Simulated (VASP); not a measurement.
AlN: band structure with TB-mBJ

**The experiment to reproduce.**

From “Self-assembly of well-separated AlN nanowires directly on sputtered metallic TiN films”, 2019, arxiv:1910.07391, for a bulk crystal of AlN at 10 K: band gap 6.034 eV (an exciton energy, a little under the gap).

Crystal: AlN.

```
Al N
1.0
     3.12787    0.00000    0.00000
    -1.56393    2.70881    0.00000
     0.00000    0.00000    5.01593
Al N
2 2
Direct
  0.33333 0.66667 0.99930
  0.66667 0.33333 0.49930
  0.33333 0.66667 0.38070
  0.66667 0.33333 0.88070
```

```json
{
  "Program": "VASP 6.6.1",
  "Task": "band structure",
  "Functional": "TB-mBJ",
  "Potentials or basis": "VASP PAW PBE potentials, release 64 (Al, N)",
  "Cutoff": "520 eV",
  "k mesh": "12 × 12 × 6",
  "Occupations": "gaussian, width 0.03 eV",
  "Spin": "no spin polarisation",
  "Further INCAR settings": "ALGO = Normal; EDIFF = 1e-07; NBANDS = 16"
}
```

```json
{"Band gap on the k mesh": "5.22 eV, direct", "Band gap along the path": "5.22 eV, direct"}
```

Levels at the corners of the path, in eV from the valence-band top:
```csv
point,band 4,band 5,band 6,band 7,band 8,band 9,band 10,band 11,band 12,band 13
Γ,-0.85,-0.85,-0.20,-0.20,0.00,5.22,7.78,12.08,12.34,12.34
M,-3.90,-3.11,-2.00,-1.58,-0.69,7.19,7.22,9.22,11.65,12.12
M,-3.90,-3.11,-2.00,-1.58,-0.69,7.19,7.22,9.22,11.65,12.12
K,-3.53,-3.53,-2.29,-2.22,-2.22,6.63,9.75,10.93,10.93,12.63
K,-3.53,-3.53,-2.29,-2.22,-2.22,6.63,9.75,10.93,10.93,12.63
Γ,-0.85,-0.85,-0.20,-0.20,0.00,5.22,7.78,12.08,12.34,12.34
Γ,-0.85,-0.85,-0.20,-0.20,0.00,5.22,7.78,12.08,12.34,12.34
A,-3.08,-0.54,-0.54,-0.54,-0.54,7.48,7.48,11.61,11.61,12.62
A,-3.08,-0.54,-0.54,-0.54,-0.54,7.48,7.48,11.61,11.61,12.62
L,-5.16,-1.41,-1.41,-1.30,-1.30,6.66,6.66,10.45,10.45,13.15
L,-5.16,-1.41,-1.41,-1.30,-1.30,6.66,6.66,10.45,10.45,13.15
H,-4.49,-3.50,-3.50,-0.80,-0.80,8.86,8.86,9.02,9.02,13.11
H,-4.49,-3.50,-3.50,-0.80,-0.80,8.86,8.86,9.02,9.02,13.11
A,-3.08,-0.54,-0.54,-0.54,-0.54,7.48,7.48,11.61,11.61,12.62
L,-5.16,-1.41,-1.41,-1.30,-1.30,6.66,6.66,10.45,10.45,13.15
M,-3.90,-3.11,-2.00,-1.58,-0.69,7.19,7.22,9.22,11.65,12.12
K,-3.53,-3.53,-2.29,-2.22,-2.22,6.63,9.75,10.93,10.93,12.63
H,-4.49,-3.50,-3.50,-0.80,-0.80,8.86,8.86,9.02,9.02,13.11
```

Wall time 100 s on 1 thread of Intel(R) Xeon(R) 6975P-C (Granite Rapids) (shared host), peak memory 0.21 GiB.

Against the measured gap of AlN, 6.034 eV (an exciton energy, a little under the gap; 10 K; quoted in “Self-assembly of well-separated AlN nanowires directly on sputtered metallic TiN films”, 2019, arxiv:1910.07391), the calculated 5.22 eV is off by -0.82 eV. 2 values of this kind are on record (6.034 to 6.0343 eV); this one was drawn at random. The value is that of TB-mBJ, without temperature or zero-point motion.
